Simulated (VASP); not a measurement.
Calculation: PBE GGA, VASP's PBE PAW potentials (set 64) (plane waves; VASP).

VASP input:

### KPOINTS
```
Automatic mesh
0
Gamma
6 6 6
0 0 0
```

POSCAR:
```
MnS
6.3931680
  0.8164966101   0.4082483051   0.4082483051
  0.4082483051   0.8164966101   0.4082483051
  0.4082483051   0.4082483051   0.8164966101
Mn S
2 2
Cart
  0.0000000000   0.0000000000   0.0000000000
  0.8164966101   0.8164966101   0.8164966101
  0.4082483051   0.4082483051   0.4082483051
  1.2247449152   1.2247449152   1.2247449152
```

**INCAR**
```
SYSTEM = MnS
PREC = Accurate
ENCUT = 400
EDIFF = 1E-6
NELM = 100
ALGO = Normal
LREAL = .FALSE.
LASPH = .TRUE.
ISMEAR = 0
SIGMA = 0.05
GGA = PE
LMAXMIX = 4
ISPIN = 2
MAGMOM = 5.0 -5.0 0.0 0.0
LORBIT = 10
LWAVE = .FALSE.
LCHARG = .FALSE.
ISIF = 2
NBANDS = 20
```

POTCAR, in this order: Mn_pv S (PBE.64 set). Program: vasp_std.

Task: What does the run give for the energy per atom (σ→0), cell moment, pressure, band gap (on the k-mesh)?

Result: 
* **energy per atom (σ→0)**: -7.098 eV/atom
* **cell moment**: 0.00 μB
* **band gap (on the k-mesh)**: 0.89 eV
* **pressure**: -4.06 GPa

File OSZICAR:
```
...
DAV:   9    -0.283864949319E+02    0.68383E-02   -0.71660E-02  3376   0.306E+00    0.637E-01
DAV:  10    -0.283916933313E+02   -0.51984E-02   -0.60778E-03  3040   0.741E-01    0.257E-01
DAV:  11    -0.283921016289E+02   -0.40830E-03   -0.45769E-04  3076   0.194E-01    0.163E-01
DAV:  12    -0.283922277035E+02   -0.12607E-03   -0.18495E-04  2968   0.861E-02    0.761E-02
DAV:  13    -0.283922567809E+02   -0.29077E-04   -0.38062E-05  2964   0.602E-02    0.214E-02
DAV:  14    -0.283922560520E+02    0.72887E-06   -0.20392E-05  2996   0.320E-02    0.934E-03
DAV:  15    -0.283922566219E+02   -0.56983E-06   -0.33127E-06  2312   0.155E-02
   1 F= -.28392257E+02 E0= -.28392257E+02  d E =-.105937E-23  mag=     0.0000
```

The compound is MnS in the rock salt, AFM-II order structure. The cell was not relaxed at this level. The run is one of a series of settings (NBANDS = 20 against the base run), some of them coarse on purpose.
